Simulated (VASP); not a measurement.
```yaml
crystal:
  lattice:
    - [0.00000, 2.40822, 2.40822]
    - [2.40822, 0.00000, 2.40822]
    - [2.40822, 2.40822, 0.00000]
  atoms:
    - { symbol: B, position: [0.00000, 0.00000, 0.00000] }
    - { symbol: As, position: [0.25000, 0.25000, 0.25000] }
```

All values below come from PBE GGA, VASP's PBE PAW potentials (set 64) (plane waves; VASP). Settings: 520 eV cut-off, Gaussian smearing of 0.050 eV, potentials B As.

### Question
Estimate the band gap (along the path) with the smallest direct gap where there is one.

### Answer

- band gap (along the path) = 1.20 eV
- smallest direct gap (along the path) = 3.25 eV

Total energies compare only between runs with the same potentials, cut-off and functional.

The compound is BAs in the zinc blende structure. It was relaxed first.
